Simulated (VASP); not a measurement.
Here is the system:

```xyz
2
Lattice="2.8379 0.0000 0.0000 0.0000 2.8379 0.0000 0.0000 0.0000 3.7207" Properties=species:S:1:pos:R:3 pbc="T T T"
Cu     0.0000     0.0000     0.0000
Au     1.4190     1.4190     1.8604
```

All values below come from PBE GGA, VASP's PBE PAW potentials (set 64) (plane waves; VASP 6.6.1). Run with 480 eV cut-off, 12×12×10 Γ-centred mesh, first-order Methfessel-Paxton smearing of 0.10 eV, potentials Cu Au.

Energy and stress use the plane-wave basis of the starting cell.

Question: The ions, cell shape and volume at an external pressure of 20.0 GPa are relaxed. Which structure does the run end with?

Answer: 
```xyz
2
Lattice="2.7987 0.0000 0.0000 0.0000 2.7987 0.0000 0.0000 0.0000 3.4422" Properties=species:S:1:pos:R:3 pbc="T T T"
Cu     0.0000     0.0000     0.0000
Au     1.3993     1.3993     1.7211
```
Space group P4/mmm (123), at a tolerance of 0.03 Å.

Question: How do energy and volume change from the first to the last step?

Answer: The energy (σ→0) changes by +80.2 meV/atom and the volume by -10.0 %, in 12 ionic steps.

```csv
step,E(σ→0) (eV),max force (eV/Å),pressure (GPa),volume (Å³)
1,-7.0627,0.000,0.24,29.97
2,-5.6117,0.000,85.02,22.64
3,-6.9117,0.000,18.79,27.12
4,-6.8986,0.000,19.77,27.01
5,-6.8915,0.000,20.28,26.96
6,-6.8941,0.000,20.33,26.95
7,-6.8967,0.000,20.43,26.93
8,-6.8818,0.000,21.10,26.83
9,-6.8885,0.000,20.84,26.87
10,-6.8947,0.000,20.55,26.90
11,-6.9320,0.000,17.80,27.22
12,-6.9022,0.000,20.01,26.96
```

The compound is CuAu in the L1_0 structure. This run relaxes it under an external pressure of 20 GPa. Symmetry was kept, so distortions that lower it aren't found.
